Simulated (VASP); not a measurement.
```xyz
2
Lattice="0.0000 2.7776 2.7776 2.7776 0.0000 2.7776 2.7776 2.7776 0.0000" Properties=species:S:1:pos:R:3 pbc="T T T"
Al     0.0000     0.0000     0.0000
As     1.3888     1.3888     1.3888
```

Calculation: PBE0 hybrid, VASP's PBE PAW potentials (set 64) (plane waves; VASP). Run with 520 eV cut-off, 6×6×6 Γ-centred mesh, Gaussian smearing of 0.050 eV, potentials Al As.

Problem. Estimate the energy per atom (σ→0), pressure, band gap (on the k-mesh) with the smallest direct gap where there is one.

Solution. 
```yaml
band gap (on the k-mesh): 2.65 eV
smallest direct gap (on the k-mesh): 4.09 eV
energy per atom (σ→0): -5.896 eV/atom
pressure: 5.62 GPa
```

The compound is AlAs in the zinc blende structure. This cell is one point of a volume scan, at 0.91 of the reference volume. The cell's shape comes from a PBE relaxation.
